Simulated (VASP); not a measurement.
GaBiSe4:

```
CELL_PARAMETERS angstrom
-2.95000 2.95000 4.45000
2.95000 -2.95000 4.45000
2.95000 2.95000 -4.45000
ATOMIC_POSITIONS crystal
Ga 0.00000 0.00000 0.00000
Bi 0.25000 0.75000 0.50000
Se 0.08500 0.12500 0.48000
Se 0.64500 0.60500 0.52000
Se 0.39500 0.91500 0.04000
Se 0.87500 0.35500 0.96000
```

The cell was built by a generator and needn't be a form met in nature.

```yaml
Program: VASP 6.6.1
Task: relaxation of cell and atoms
Functional: PBE
Potentials_or_basis: VASP PAW PBE potentials, release 64 (Ga_d, Bi_d, Se)
Cutoff: 520 eV
k_mesh: 4 × 4 × 4
Occupations: gaussian, width 0.15 eV
Spin: no spin polarisation
```

At the start: pressure 12.9 GPa; volume 25.82 Å³/atom.

**Question.** Where does the relaxation end?

**Answer.** Over 21 steps the energy falls by 226.0 meV/atom and the volume is 32.83 Å³/atom (+27.2 %); space group I-4 (No. 82, to 0.05 Å).

The path:
```tsv
step	energy change (eV)	largest force (eV/Å)	pressure (GPa)	volume (Å³)
1	0.0000	1.8343	12.86	154.90
2	-0.6314	0.9920	-4.52	206.09
3	-1.0983	0.5199	-0.06	182.03
4	-1.0986	0.5085	0.17	181.46
5	-1.1459	0.3840	0.17	182.56
6	-1.2144	0.2139	0.55	185.84
7	-1.2388	0.2435	-0.16	190.69
8	-1.2456	0.3076	-0.88	195.80
9	-1.2565	0.3008	-0.94	196.62
10	-1.2851	0.2672	-0.85	199.09
11	-1.3180	0.1798	-0.73	203.88
12	-1.3201	0.1580	-0.70	205.05
13	-1.3311	0.1533	-0.16	201.77
14	-1.3320	0.1768	0.40	200.12
15	-1.3320	0.1626	-0.05	200.92
16	-1.3321	0.1679	0.14	200.60
17	-1.3367	0.1311	0.08	200.22
18	-1.3448	0.1078	0.00	199.06
19	-1.3455	0.1241	-0.02	198.67
20	-1.3493	0.1008	-0.04	198.25
21	-1.3559	0.0491	0.02	196.97
```

Final structure:
```
Ga Bi Se
1.0
    -3.09601    3.09601    5.13717
     3.09601   -3.09601    5.13717
     3.09601    3.09601   -5.13717
Ga Bi Se
1 1 4
Direct
  0.00000 0.00000 0.00000
  0.25000 0.75000 0.50000
  0.11767 0.13650 0.48438
  0.65212 0.63329 0.51562
  0.36671 0.88233 0.01883
  0.86350 0.34788 0.98117
```

Caveat: the k mesh is coarse (spacing up to 0.38 Å⁻¹), so the values aren't converged; the volume moved by over 15 % at a fixed basis, so the end points are rough.
